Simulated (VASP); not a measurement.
# LaGaP3 (P1) in VASP: single point with r2SCAN

Aim: the single point of LaGaP3 with r2SCAN.

Everything below comes from runs of VASP 6.6.1. Logs are shortened: lines on timing, memory, paths and dates and some standing lists are left out, and cuts for length are marked.

## (1) The structure

The typed cell holds 5 atoms: a = 4.358 Å, b = 4.451 Å, c = 4.388 Å, α = 88.51°, β = 89.35°, γ = 92.74°.

The cell was built by a generator and needn't be a form met in nature.

## (2) Single point, r2SCAN

Contents of POSCAR:

```
LaGaP3
1.0
    4.3566660000     -0.1055900000      0.0254140000
   -0.1055900000      4.4491660000      0.0577430000
    0.0254140000      0.0577430000      4.3874230000
P Ga La
3 1 1
Direct
    0.5189120000      0.0612690000      0.0226070000
    0.9653010000      0.5295840000      0.0045090000
    0.0017260000      0.9874230000      0.5202160000
    0.0047570000      0.9980650000      0.9864170000
    0.5292570000      0.4810730000      0.4810330000
```

Contents of INCAR.step1:

```
SYSTEM = LaGaP3
PREC = Accurate
ENCUT = 520
ISMEAR = -5
SIGMA = 0.1
LREAL = .FALSE.
LASPH = .TRUE.
NELM = 100
LMAXMIX = 6
NBANDS = 28
GGA = PE
ALGO = Normal
EDIFF = 1E-4
LWAVE = .TRUE.
LCHARG = .FALSE.
```

Contents of INCAR.step2:

```
SYSTEM = LaGaP3
PREC = Accurate
ENCUT = 520
EDIFF = 1E-6
ISMEAR = -1
SIGMA = 0.1
LREAL = .FALSE.
LASPH = .TRUE.
NELM = 100
ALGO = Normal
ISIF = 2
LWAVE = .FALSE.
LCHARG = .FALSE.
LMAXMIX = 6
METAGGA = R2SCAN
LMIXTAU = .TRUE.
LORBIT = 10
NBANDS = 28
ISTART = 1
```

Contents of KPOINTS:

```
Automatic mesh
0
Gamma
  4 4 4
  0 0.5 0.5
```

Potentials or basis: VASP PAW PBE potentials, release 64 (P, Ga_d, La).

Launch:

```
cat potpaw_PBE.64/P/POTCAR potpaw_PBE.64/Ga_d/POTCAR potpaw_PBE.64/La/POTCAR > POTCAR
cp INCAR.step1 INCAR
mpirun -np 1 vasp_std > vasp.out
cp INCAR.step2 INCAR
mpirun -np 1 vasp_std > vasp.out
```

OUTCAR:

```text
SYSTEM = LaGaP3
   PREC = Accurate
   ENCUT = 520
   EDIFF = 1E-6
   ISMEAR = -1
   LREAL = .FALSE.
   LASPH = .TRUE.
   NELM = 100
   ISIF = 2
   METAGGA = R2SCAN
   LORBIT = 10
   ISTART = 1

 ion  position               nearest neighbor table
   1  0.519  0.061  0.023-   4 2.15   4 2.25   5 2.78   2 2.78   5 2.98   5 3.23
   2  0.965  0.530  0.005-   4 2.08   4 2.38   1 2.78   5 2.81   3 2.90   5 3.00   5 3.26
   3  0.002  0.987  0.520-   4 2.05   4 2.34   2 2.90   5 2.99   5 3.09   5 3.10   5 3.30
   4  0.005  0.998  0.986-   3 2.05   2 2.08   1 2.15   1 2.25   3 2.34   2 2.38
   5  0.529  0.481  0.481-   1 2.78   2 2.81   1 2.98   3 2.99   2 3.00   3 3.09   3 3.10   1 3.23
                             2 3.26   3 3.30

  LATTYP: Found a triclinic cell.
 ALAT       =     4.3580194762
 B/A-ratio  =     1.4270628139
 C/A-ratio  =     1.7847208309
 COS(alpha) =     0.0033003914
 COS(beta)  =     0.5813234874
 COS(gamma) =     0.7087141448

  Lattice vectors:

 A1 = (   4.3566660000,  -0.1055900000,   0.0254140000)
 A2 = (   4.3820800000,  -0.0478470000,   4.4128370000)
 A3 = (   4.4368420000,  -4.6124990000,  -4.4197520000)

Analysis of symmetry for initial positions (statically):
=====================================================================
 Subroutine PRICEL returns:
 Original cell was already a primitive cell.

 Routine SETGRP: Setting up the symmetry group for a
 triclinic supercell.

 Subroutine GETGRP returns: Found  1 space group operations
 (whereof  1 operations were pure point group operations)
 out of a pool of  2 trial point group operations.

The static configuration has the point symmetry C_1 .

Analysis of symmetry for dynamics (positions and initial velocities):
=====================================================================
 Subroutine PRICEL returns:
 Original cell was already a primitive cell.

 Routine SETGRP: Setting up the symmetry group for a
 triclinic supercell.

 Subroutine GETGRP returns: Found  1 space group operations
 (whereof  1 operations were pure point group operations)
 out of a pool of  2 trial point group operations.

The dynamic configuration has the point symmetry C_1 .

 Subroutine INISYM returns: Found  1 space group operations
 (whereof  1 operations are pure point group operations),
 and found     1 'primitive' translations

[... 106 lines left out ...]
   ISIF   =      2    stress and relaxation
   ISYM   =      2    0-nonsym 1-usesym 2-fastsym
   POTIM  = 0.5000    time-step for ionic-motion
   TEBEG  =    0.0;   TEEND  =   0.0 temperature during run
   PSTRESS=    0.0 pullay stress
   NELECT =      39.0000    total number of electrons
   NUPDOWN=      -1.0000    fix difference up-down
   EMIN   =  10.00;   EMAX   =-10.00  energy-range for DOS
   EFERMI =   0.00;   METHOD = LEGACY
   ISMEAR =    -1;   SIGMA  =   0.10  broadening in eV -4-tet -1-fermi 0-gaus
   EFERMI_NEDOS =   21; number of points for ismear=-14 and -15
   IALGO  =     38    algorithm
   IMIX   =      4    mixing-type and parameters
     AMIX     =   0.40;   BMIX     =  1.00
     AMIX_MAG =   1.60;   BMIX_MAG =  1.00
  volume/ion in A,a.u.               =      17.00       114.69
  Fermi-wavevector in a.u.,A,eV,Ry     =   1.262784  2.386316 21.696165  1.594623
  Thomas-Fermi vector in A             =   2.396174
   LORBIT       =     10    0 simple, 1 ext, 2 COOP (PROOUT), +10 PAW based schemes
   METAGGA = R2SCAN    functional components
   LHFCALC =     F    Hartree Fock is set to
   AEXX    =    0.0000 exact exchange contribution
   IVDW    =     0    specifies the selected vdW correction
   LEPSILON=     F    determine dielectric tensor
   LRPA    =     F    only Hartree local field effects (RPA)
 non-spin polarized calculation
  energy-cutoff  :      520.00
  volume of cell :       84.98
 maximum number of plane-waves:      2303
   NGX = 17   NGY = 17   NGZ = 17

 number of electron      38.9999993 magnetization

 Free energy of the ion-electron system (eV)
  ---------------------------------------------------
  ext. energy  EPLUGINS =         0.00000000
  ---------------------------------------------------
  free energy    TOTEN  =       -66.93147690 eV

  energy without entropy =      -66.86540774  energy(sigma->0) =      -66.89844232

 E-fermi :   9.6260     XC(G=0): -11.9808

 val. band max:        9.5540453265   @ k =   0.0000  -0.3750   0.1250
 cond. band min:       9.6618772931   @ k =   0.2500  -0.1250   0.1250
 fundamental gap:      0.1078319666
 Fermi energy:         9.6260416440

 k-point     1 :       0.0000    0.1250    0.1250
  band No.  band energies     occupation
      1     -23.5861      2.00000
      2      -7.3770      2.00000
      3      -7.1946      2.00000
      4      -7.0423      2.00000
      5      -6.9753      2.00000
      6      -6.8978      2.00000
[... 733 lines left out ...]
     27      13.0470      0.00000
     28      13.1280      0.00000

 [... further k-points ...]
[... 5 lines left out ...]
  --------------------------------------------------------------------------------------
  -------------------------------------------------------------------------------------
  Total       13.9310942     17.0547731     20.4997691     -0.5551272      1.4840345     -0.8013551
  in kB      262.6599175    321.5544471    386.5071589    -10.4664903     27.9803139    -15.1089263
  external PRESSURE =     323.5738411 kB  Pullay stress =       0.0000000 kB

 VOLUME and BASIS-vectors are now :
 -----------------------------------------------------------------------------
  energy-cutoff  :      520.00
  volume of cell :       84.98
      direct lattice vectors                 reciprocal lattice vectors
     4.356666000 -0.105590000  0.025414000     0.229674046  0.005468948 -0.001402356
    -0.105590000  4.449166000  0.057743000     0.005468948  0.224929848 -0.002991987
     0.025414000  0.057743000  4.387423000    -0.001402356 -0.002991987  0.227971729

 POSITION                                       TOTAL-FORCE (eV/Angst)
 -----------------------------------------------------------------------------------
      2.25483      0.21911      0.11591        -1.294396     -0.110211      0.005569
      4.14969      2.25454      0.07489         0.619754     -3.404452     -0.243326
     -0.08352      4.42307      2.33947         0.209987      0.028878     -3.757308
     -0.05959      4.49701      4.38558         1.748750      2.603192      3.023635
      2.26722      2.11227      2.15172        -1.284094      0.882591      0.971429
 -----------------------------------------------------------------------------------
    total drift:                                0.000816     -0.010027     -0.001499

  FREE ENERGIE OF THE ION-ELECTRON SYSTEM (eV)
  ---------------------------------------------------
  free  energy   TOTEN  =       -66.9314768959 eV

  energy  without entropy=      -66.8654077359  energy(sigma->0) =      -66.89844232

 total charge

# of ion       s       p       d       f       tot
--------------------------------------------------
    1        1.095   1.501   0.000   0.000   2.596
    2        1.094   1.510   0.000   0.000   2.604
    3        1.094   1.516   0.000   0.000   2.610
    4        0.937   1.170  10.239   0.000  12.346
    5        1.992   5.654   0.774   0.224   8.643
--------------------------------------------------
tot          6.212  11.351  11.013   0.224  28.799
```

OSZICAR.step1:

```text
N       E                     dE             d eps       ncg     rms          rms(c)
DAV:   1     0.315475344293E+03    0.31548E+03   -0.16405E+04  1928   0.205E+03
DAV:   2     0.336813428668E+02   -0.28179E+03   -0.26272E+03  1948   0.377E+02
DAV:   3    -0.181411315823E+02   -0.51822E+02   -0.48929E+02  2352   0.151E+02
DAV:   4    -0.225336621199E+02   -0.43925E+01   -0.43114E+01  3316   0.412E+01
DAV:   5    -0.227217166705E+02   -0.18805E+00   -0.18440E+00  2700   0.660E+00    0.904E+00
DAV:   6    -0.223822428262E+02    0.33947E+00   -0.11363E+00  3312   0.181E+01    0.533E+00
DAV:   7    -0.223384264064E+02    0.43816E-01   -0.44920E-01  2976   0.440E+00    0.177E+00
DAV:   8    -0.223391938841E+02   -0.76748E-03   -0.57177E-02  3112   0.273E+00    0.605E-01
DAV:   9    -0.223389414505E+02    0.25243E-03   -0.61928E-03  3016   0.119E+00    0.161E-01
DAV:  10    -0.223387127232E+02    0.22873E-03   -0.14716E-03  3240   0.465E-01    0.632E-02
DAV:  11    -0.223387344525E+02   -0.21729E-04   -0.12532E-04  2024   0.125E-01
   1 F= -.22338734E+02 E0= -.22338734E+02  d E =0.000000E+00
```

It took 3.9 min on 1 thread of Intel Xeon Platinum 8488C (Sapphire Rapids), shared host; peak memory 0.26 GiB.

Results:

```
Free energy                                           : -66.9315 eV
Pressure                                              : 32.4 GPa
Largest force                                         : 4.356 eV/Å
Band gap on the k mesh                                : none (metal or under the smearing width)
Valence electrons inside the program's atomic spheres : P 2.60, 2.61; Ga 12.35; La 8.64
```

Forces on the atoms (eV/Å):
```
P   -1.294 -0.110  0.006
P    0.620 -3.404 -0.243
P    0.210  0.029 -3.757
Ga   1.749  2.603  3.024
La  -1.284  0.883  0.971
```

Caveat: the k mesh is coarse (spacing up to 0.36 Å⁻¹), so the values aren't converged; a pressure of tens of GPa on the cell as given is suspect, and the run, the potentials or the cell itself is likely at fault; the PAW data sets were made with another functional, which shifts forces and pressure a little.
